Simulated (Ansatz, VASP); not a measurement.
**One calculation of TiB2N3, two programs**

INCAR

```
PREC     = Accurate       # precision mode
ENCUT    = 600            # plane-wave cutoff, eV
EDIFF    = 1E-6           # SCF threshold, eV
ISMEAR   = 0              # smearing method
SIGMA    = 0.1            # smearing width, eV
LREAL    = False          # projectors in reciprocal space
LASPH    = True           # aspherical terms in the spheres
NELM     = 80             # most SCF steps
ALGO     = Normal         # electronic algorithm
ISIF     = 3              # what is computed and relaxed
LWAVE    = False          # write WAVECAR
LCHARG   = False          # write CHGCAR
GGA      = PE             # functional
IBRION   = 2              # ionic algorithm
NSW      = 90             # ionic steps
EDIFFG   = -0.04          # ionic threshold
```

KPOINTS

```
Automatic mesh
0
Gamma
  6 6 4
```

File POSCAR:

```
TiB2N3
1.0
    2.8003686941      0.0000000000      0.0000000000
    0.0000000000      2.8003686941      0.0000000000
    0.0000000000      0.0000000000      6.6702798289
Ti B N
1 2 3
Direct
    0.5000000000      0.5000000000      0.5000000000
    0.5000000000      0.5000000000      0.8764174999
    0.5000000000      0.5000000000      0.1235825001
    0.0000000000      0.0000000000      0.0000000000
    0.0000000000      0.0000000000      0.6058304491
    0.0000000000      0.0000000000      0.3941695509
```

Input for Ansatz:

```yaml
crystal:
  lattice:
    - [2.8003686941, 0.0, 0.0]
    - [0.0, 2.8003686941, 0.0]
    - [0.0, 0.0, 6.6702798289]
  atoms:
    - { symbol: Ti, position: [0.5, 0.5, 0.5] }
    - { symbol: B, position: [0.5, 0.5, 0.8764174999] }
    - { symbol: B, position: [0.5, 0.5, 0.1235825001] }
    - { symbol: "N", position: [0.0, 0.0, 0.0] }
    - { symbol: "N", position: [0.0, 0.0, 0.6058304491] }
    - { symbol: "N", position: [0.0, 0.0, 0.3941695509] }
basis:
  ecutwfc: 420
kpoints:
  mp_grid: { grid: [6, 6, 4] }
hamiltonian:
  xc: pbe
scf:
  occupations: { method: gaussian, width: 0.1 }
  lower_state_search: "off"
output:
  forces: true
  stress: true
  eigenvalues: true
relax:
  adjacent_minimum: "off"
  f_tol: 0.04
  max_steps: 70
  cell: { stress_tol: 0.4 }
```

Change from the starting cell: species swapped into the MgSc3Ru2 type (P4/mmm, No. 123).

Alike in both runs: task relaxation of cell and atoms; functional PBE; k mesh 6 × 6 × 4; occupations gaussian, width 0.1 eV; no spin polarisation.

|  | VASP | Ansatz |
| --- | --- | --- |
| version | VASP 6.6.1 | Ansatz 0.2.0 |
| potentials or method | VASP PAW PBE potentials, release 64 (Ti_sv, B, N) | scalar-relativistic, plane waves, PAW |
| plane-wave cutoff (eV) | 600 | 420 |
| valence electrons in the cell | 33 | 33 |

|  | VASP | Ansatz | Ansatz less VASP |
| --- | --- | --- | --- |
| gap on the k mesh at the Fermi level, each at its own relaxed structure (eV) | none | none | - |
| relaxed volume (Å³/atom) | 8.69 | 8.71 | +0.013 |
| relaxed cell length with the largest relative difference (Å) | 2.806 | 2.808 | +0.0020 |

A gap of «none» marks a metal or a gap that the smearing closes.

Caveats: the k mesh is coarse (spacing up to 0.37 Å⁻¹), so the values aren't converged.
